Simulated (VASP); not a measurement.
Input:

```xyz
2
Lattice="2.7986 0.0000 0.0000 0.0000 2.7986 0.0000 0.0000 0.0000 2.7986" Properties=species:S:1:pos:R:3 pbc="T T T"
Ga     1.3993     1.3993     1.3993
Co     0.0000     0.0000     0.0000
```

The numbers are results of PBEsol GGA, VASP's PBE PAW potentials (set 64) (plane waves; VASP 6.6.1), not measurements. Run with 500 eV cut-off, 13×13×13 Γ-centred mesh, first-order Methfessel-Paxton smearing of 0.10 eV, potentials Ga_d Co.

Energy and stress use the plane-wave basis of the starting cell.

### Question
The ions, cell shape and volume at an external pressure of 20.0 GPa are relaxed. Predict the relaxed structure.

### Answer

```xyz
2
Lattice="2.7644 0.0000 0.0000 0.0000 2.7644 0.0000 0.0000 0.0000 2.7644" Properties=species:S:1:pos:R:3 pbc="T T T"
Ga     1.3822     1.3822     1.3822
Co     0.0000     0.0000     0.0000
```
Space group Pm-3m (221), at a tolerance of 0.03 Å.

### Question
How do energy and volume change from the first to the last step?

### Answer
The energy (σ→0) changes by +36.4 meV/atom and the volume by -3.6 %, in 3 ionic steps.

```json
[
 {"step": "1", "E(σ→0) (eV)": "-11.7440", "max force (eV/Å)": "0.000", "pressure (GPa)": "9.91", "volume (Å³)": "21.92"},
 {"step": "2", "E(σ→0) (eV)": "-11.4235", "max force (eV/Å)": "0.000", "pressure (GPa)": "41.37", "volume (Å³)": "19.80"},
 {"step": "3", "E(σ→0) (eV)": "-11.6712", "max force (eV/Å)": "0.000", "pressure (GPa)": "19.83", "volume (Å³)": "21.13"}
]
```

The compound is CoGa in the CsCl type structure. This run relaxes it under an external pressure of 20 GPa. Symmetry was kept, so distortions that lower it aren't found. The run is not spin-polarised, so no magnetic state was tried.
